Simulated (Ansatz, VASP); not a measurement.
## Cross-check of LuBPd3 between VASP and Ansatz

One calculation is typed for both programs; each brings its own data sets. How far apart do they land? The cell is taken from a series of runs on this material, whose earlier steps may have relaxed, scaled, displaced or heated it; both programs get it as it stands.

Method: plane waves, with VASP 6.6.1 beside it; zone-centre phonons at PBEsol, in Ansatz 0.2.0.

## Step 1: The starting structure

Symmetry: Pm-3m, No. 221, cubic system. The conventional cell has a = 4.227 Å, b = 4.227 Å, c = 4.227 Å, α = 90.00°, β = 90.00°, γ = 90.00°. Lu has 12 Pd at 2.99 Å nearest. B has 6 Pd at 2.11 Å nearest. Nearest to Pd lie 2 B at 2.11 Å and 8 Pd at 2.99 Å and 4 Lu at 2.99 Å. Farther neighbours are not listed.

## Step 2: Ansatz: zone-centre phonons, PBEsol

Ansatz runs on its PAW soft_1 files.

Second derivatives magnify differences that forces hide, and they need a tight electronic threshold.

The input, input.yaml:

```yaml
crystal:
  lattice:
    - [4.2266727204, 0.0, 0.0]
    - [0.0, 4.2266727204, 0.0]
    - [0.0, 0.0, 4.2266727204]
  atoms:
    - { symbol: Lu, position: [0.0, 0.0, 0.0] }
    - { symbol: B, position: [0.5, 0.5, 0.5] }
    - { symbol: Pd, position: [0.0, 0.5, 0.5] }
    - { symbol: Pd, position: [0.5, 0.0, 0.5] }
    - { symbol: Pd, position: [0.5, 0.5, 0.0] }
kpoints:
  mp_grid: { grid: [8, 8, 8] }
hamiltonian:
  xc: pbesol
  pseudopotentials: { kind: paw, azcp: { folder: soft_1 }, xc_functional: pbe }
scf:
  occupations: { method: methfessel_paxton, width: 0.2 }
output:
  eigenvalues: true
phonons:
  method: dfpt
```

Command:

```
$ ansatz run input.yaml --threads 4 --pin off --max-ram 10240MiB --backend cpu --events-out ev --progress --plain --runs-dir out
```

Numbers of over 12 decimals in the logs are rounded to 6 here.

The program printed:

```text
zone centre: on kpoints.mp_grid the ground state, and the responses unless they are solved on pairs of k-points, stand on 125 of the mesh's 512 k-points, reduced under 8 symmetry operations, with k and −k counted as one. Each operation leaves every solved displacement unchanged or reverses it
Engine: ansatz 0.2.0, aarch64-unknown-linux-gnu
Pseudopotentials: kind: paw
Pseudopotential: Lu, paw, valence charge 25, recommended cutoff 420 eV (normal), soft_1/Lu.paw.azcp
Pseudopotential: B, paw, valence charge 3, recommended cutoff 420 eV (normal), soft_1/B.paw.azcp
Pseudopotential: Pd, paw, valence charge 18, recommended cutoff 420 eV (normal), soft_1/Pd.paw.azcp
Functional definition: PBEsol
  exchange = pbesol_x
  correlation = pbesol_c
Crystal: 5 atoms, lattice volume = 75.509 Å³
Basis set: ecut = 420 eV, 1419 PW (Γ), exchange–correlation on 60×60×60 points (8 copies of the dense FFT grid, shifted against one another)
Bands: 50, of which v1, the nominal top of the filled ones, is band 41 counted from 1 (40 counted from 0)
Symmetry: 48 space group operations
k-points: 125 of 512 (irreducible under 8 space group operations)
Non-local potential: Lu, projectors of the file, l = 0: 3, l = 1: 2, l = 2: 2, l = 3: 3
Non-local potential: B, projectors of the file, l = 0: 2, l = 1: 2, l = 2: 1
Non-local potential: Pd, projectors of the file, l = 0: 2, l = 1: 2, l = 2: 2, l = 3: 1
PAW form: soft (Blöchl's): semilocal exchange-correlation on the pseudo side does not see the compensation charge
PAW frozen core: Lu, regenerated for the run's functional, and the local potential with it (the file was generated under x = pbe(κ = 0.804, μ = 0.219515), c = pbe(β = 0.066725))
PAW frozen core: B, regenerated for the run's functional, and the local potential with it (the file was generated under x = pbe(κ = 0.804, μ = 0.219515), c = pbe(β = 0.066725))
PAW frozen core: Pd, regenerated for the run's functional, and the local potential with it (the file was generated under x = pbe(κ = 0.804, μ = 0.219515), c = pbe(β = 0.066725))
PAW one-centre angular grid: Lu, 590 points (default); XC on 64 Gauss nodes
PAW one-centre angular grid: B, 110 points (default); XC on 64 Gauss nodes
PAW one-centre angular grid: Pd, 590 points (default); XC on 64 Gauss nodes
Initial density: superposition of atomic densities (chi_scale 0.1, normalization cell, long waves kept (reshape's long-wave potential 0.00 eV rms))
Initial wavefunctions: pseudopotential atomic-orbital guess
Functional: x = pbesol(κ = 0.804, μ = 0.123457), c = pbesol(β = 0.046)
SCF iter   1: F=—  HF=-35517.304245 eV  |F-HF|=—  |Δ(HF+E_count)|=         —  Δρ=4.57e-1  dr2=2.91e2  ethr=3.10e-3  ⟨swp⟩=6.6  Hψ=24951  notcnv=0
preconditioner: auto → Kerker (q_TF=auto, 2.766 Å⁻¹)  [metal: Δε(μ)=0.005 eV  Ē_g=8.868 eV  σ=0.200 eV  W_gap=0.02  n_scr=26 (ndim 8)  ℏωp=30.2 eV  f_vac=0.000  D(μ)=7.17/eV (n_scr^D=80)]
SCF iter   2: F=—  HF=-35493.798206 eV  |F-HF|=—  |Δ(HF+E_count)|=    2.35e1  S|Δr|=    0.00e0  Δρ=1.60e-1  dr2=3.51e1  ethr=3.10e-3  ⟨swp⟩=4.7  Hψ=18671  notcnv=0  defer=142
SCF iter   3: F=—  HF=-35490.357912 eV  |F-HF|=—  |Δ(HF+E_count)|=    3.44e0  S|Δr|=    0.00e0  Δρ=6.61e-2  dr2=6.73e0  ethr=3.10e-3  ⟨swp⟩=3.6  Hψ=16169  notcnv=0  defer=195
SCF iter   4: F=—  HF=-35488.769794 eV  |F-HF|=—  |Δ(HF+E_count)|=    1.59e0  S|Δr|=    0.00e0  Δρ=4.25e-2  dr2=2.95e0  ethr=3.10e-3  ⟨swp⟩=3.7  Hψ=16462  notcnv=0  defer=247
SCF iter   5: F=—  HF=-35488.160516 eV  |F-HF|=—  |Δ(HF+E_count)|=   6.09e-1  S|Δr|=    0.00e0  Δρ=1.56e-2  dr2=3.32e-1  ethr=3.10e-3  ⟨swp⟩=3.0  Hψ=11188  notcnv=0  defer=250
SCF iter   6: F=—  HF=-35488.112554 eV  |F-HF|=—  |Δ(HF+E_count)|=   4.80e-2  S|Δr|=    0.00e0  Δρ=8.48e-3  dr2=1.46e-1  ethr=4.05e-4  ⟨swp⟩=2.3  Hψ=11732  notcnv=0  defer=242
SCF iter   7: F=—  HF=-35488.074505 eV  |F-HF|=—  |Δ(HF+E_count)|=   3.80e-2  S|Δr|=    0.00e0  Δρ=5.02e-3  dr2=4.83e-2  ethr=1.77e-4  ⟨swp⟩=2.0  Hψ=8538  notcnv=0  defer=242
SCF iter   8: F=—  HF=-35488.068847 eV  |F-HF|=—  |Δ(HF+E_count)|=   5.66e-3  S|Δr|=    0.00e0  Δρ=3.30e-3  dr2=2.11e-2  ethr=5.89e-5  ⟨swp⟩=1.3  Hψ=7479  notcnv=0  defer=275
SCF iter   9: F=—  HF=-35488.063703 eV  |F-HF|=—  |Δ(HF+E_count)|=   5.14e-3  S|Δr|=    0.00e0  Δρ=1.07e-3  dr2=2.25e-3  ethr=2.57e-5  ⟨swp⟩=2.0  Hψ=9402  notcnv=0  defer=275
SCF iter  10: F=—  HF=-35488.063081 eV  |F-HF|=—  |Δ(HF+E_count)|=   6.22e-4  S|Δr|=    0.00e0  Δρ=4.89e-5  dr2=1.22e-6  ethr=2.75e-6  ⟨swp⟩=2.1  Hψ=10574  notcnv=0  defer=275
SCF iter  11: F=—  HF=-35488.063076 eV  |F-HF|=—  |Δ(HF+E_count)|=   4.74e-6  S|Δr|=    0.00e0  Δρ=1.58e-5  dr2=1.36e-7  ethr=1.49e-9  ⟨swp⟩=3.6  Hψ=17442  notcnv=0  defer=275
SCF iter  12: F=—  HF=-35488.063076 eV  |F-HF|=—  |Δ(HF+E_count)|=   4.45e-8  S|Δr|=    0.00e0  Δρ=3.49e-6  dr2=1.21e-8  ethr=1.66e-10  ⟨swp⟩=3.0  Hψ=10786  notcnv=0  defer=275
SCF iter  13: F=—  HF=-35488.063076 eV  |F-HF|=—  |Δ(HF+E_count)|=   4.62e-9  S|Δr|=    0.00e0  Δρ=9.21e-7  dr2=9.36e-10  ethr=1.48e-11  ⟨swp⟩=2.1  Hψ=10539  notcnv=0  defer=275
SCF iter  14: F=—  HF=-35488.063076 eV  |F-HF|=—  |Δ(HF+E_count)|=  1.60e-10  S|Δr|=    0.00e0  Δρ=2.42e-7  dr2=5.08e-11  ethr=1.14e-12  ⟨swp⟩=2.0  Hψ=10477  notcnv=0  defer=275
SCF iter  15: F=-35488.063076 eV  HF=-35488.063076 eV  |F-HF|=0.00e0  |Δ(HF+E_count)|=  7.28e-12  S|Δr|=    0.00e0  Δρ=6.06e-8  dr2=2.14e-12  ethr=1.00e-12  ⟨swp⟩=17.1  Hψ=52130  notcnv=0
SCF 1 converged in 15 iterations: F = -35488.063076 eV  dr2 = 2.14e-12
  greatest PAW one-centre occupation: 0.999 electrons in one spin orbital (limit 2), on the Pd atom at site 2 (counted from 0), in its partial waves of l = 0
DFPT response loops at Γ: preconditioner auto → Kerker (q_TF=auto, 2.766 Å⁻¹) (partly filled bands, converged f_vac=0.000); β = 1.00, the filter's whole step (`scf.mixing.beta` (0.50) is not read by the response loops under this deck's `scf.mixing.preconditioner`; to damp them name `kerker` or `kerker_dos`, under which they read `scf.mixing.beta`, and type it under 1.00, their step now; both keys bind the ground state too); Broyden in place of MSR1
SCF converged after 15 iterations
Stability not checked: this state was not tested for a lower state beside it, because cold or Methfessel-Paxton smearing, or corrected tetrahedra, fill the levels in a way that the test cannot read (fill_not_monotonic; see scf.lower_state_search)
Free energy (F): -35488.063076 eV
Harris-Foulkes:  -35488.063076 eV  (|F-HF|=0.00e0)
Internal energy: -35488.071030 eV  (E = F + TS)
E sigma→0 (E₀):  -35488.065065 eV
Entropy (-TS):   0.007954 eV (1.591 meV/atom)
Fermi energy:    18.443947 eV
--- Per-component energies (eV) ---
  E_band       = -409.756912
  E_kinetic    = 1812.064519
  E_local      = -12230.534387  (includes V_loc(G=0)·N_el)
  E_nonlocal   = 1809.201265
  E_hartree    = 5011.208355
  E_xc         = -654.309132
  E_vxc        = -817.941777  (∫ρ·V_xc dr)
  E_paw        = -18609.807327  (= ΣΔE_a)
  E_vpaw       = -1004.963936  (= ΣTr[D̂ρ^β])
  E_aug_tail   = 0.000660  (compensation charges beyond the density's cutoff)
  E_ewald      = -12628.009153
  E_core_change = 2.114171  (= ΣΔE_core)
  E_smearing   = 0.007954  (= −TS)
  E_closure    = -0.000000  (closes the sum)
  Σ components = -35488.063076   (vs F -35488.063076, Δ=0.00e0)
--- Band table (eV; the first three rows and the last of 125) ---
  k-point 0: bands = [... 37 lower, 16.7648, 16.7648, 16.7930, 16.7930, 16.7930, 20.6005, 20.6005, 23.1814, ... 5 higher]
  k-point 1: bands = [... 37 lower, 16.6564, 16.6992, 16.7650, 17.5860, 17.5860, 20.5640, 20.8898, 22.6326, ... 5 higher]
  k-point 2: bands = [... 37 lower, 16.2796, 16.4286, 16.7655, 18.2970, 18.2970, 20.4645, 21.3604, 21.8679, ... 5 higher]
  k-point 124: bands = [... 37 lower, 16.6273, 16.6273, 18.4629, 18.4629, 18.4629, 18.8965, 18.8965, 18.8965, ... 5 higher]
--- Phonons (Γ-DFPT): 4 representative perturbations + reference, on 125 of 512 k-points (Σ response iterations 14) ---
  k mesh reduced under 8 symmetry operations, with k and −k counted as one. Each operation leaves every solved displacement unchanged or reverses it
  ASR residual: 7.897e-5 → 0.000e0 eV/Å²; symmetrization residual: 3.963e-6 eV/Å²
  ASR residual per site (eV/Å²): 7.90e-5 2.36e-5 3.97e-5 3.97e-5 3.97e-5
  Γ frequencies (cm⁻¹): 0.00 0.00 0.00 39.10 39.10 39.10 83.20 83.20 83.20 107.49 107.49 107.49 492.16 492.16 492.16
  non-analytic LO–TO correction: not included (Born effective charges unavailable; polar crystals: no LO–TO splitting at Γ)
```

In the SCF lines HF is the Harris–Foulkes energy and dr2 the Hartree energy of the density residual, in eV; the loop may stop once dr2 is under the threshold and the program's other checks hold. Hψ counts applications of the Hamiltonian.

[end of part 1 of 3]

[Lines on the potential files, build, host, timing and source positions are cut from VASP's logs without a mark.]

[Logs are printed without paths, hosts, clocks, repeated set-up lines and the standing remarks that a program may print on its own settings, such as how far it seeks lower states.]

[Hosts, paths, dates, database ids (printed as entryN), source tags and the programs' standing remarks are cut or masked in the printed files.]
